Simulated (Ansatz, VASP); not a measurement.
## TeAs2 in VASP and in Ansatz

```
Te As
1.0
    -3.56598    3.56598    2.86988
     3.56598   -3.56598    2.86988
     3.56598    3.56598   -2.86988
Te As
2 4
Direct
  0.75000 0.25000 0.50000
  0.00000 0.00000 0.00000
  0.37500 0.62500 0.25000
  0.37500 0.12500 0.75000
  0.37500 0.62500 0.75000
  0.87500 0.62500 0.25000
```

Alike in both runs: functional r2SCAN; k mesh 8 × 8 × 8; occupations gaussian, width 0.1 eV; no spin polarisation.

Ansatz relaxed the structure, and its values are those at the end. VASP's run is a single point on that final structure, the one shown.

|  | VASP | Ansatz |
| --- | --- | --- |
| version | VASP 6.6.1 | Ansatz 0.2.0 |
| potentials or method | VASP PAW PBE potentials, release 64 (Te, As) | scalar-relativistic, plane waves, PAW |
| plane-wave cutoff (eV) | 520 | 500 |
| valence electrons in the cell | 32 | 92 |

```csv
,VASP,Ansatz,Ansatz less VASP
gap on the k mesh at the Fermi level (eV),none,none,-
pressure (GPa),0.0,0.0,+0.04
```

A gap of «none» marks a metal or a gap that the smearing closes. The two sets of potentials don't hold the same shells in valence.

Caveats: the PAW data sets were made with another functional, which shifts forces and pressure a little (VASP). The runs have no spin-orbit coupling, so splittings on Te are missing.
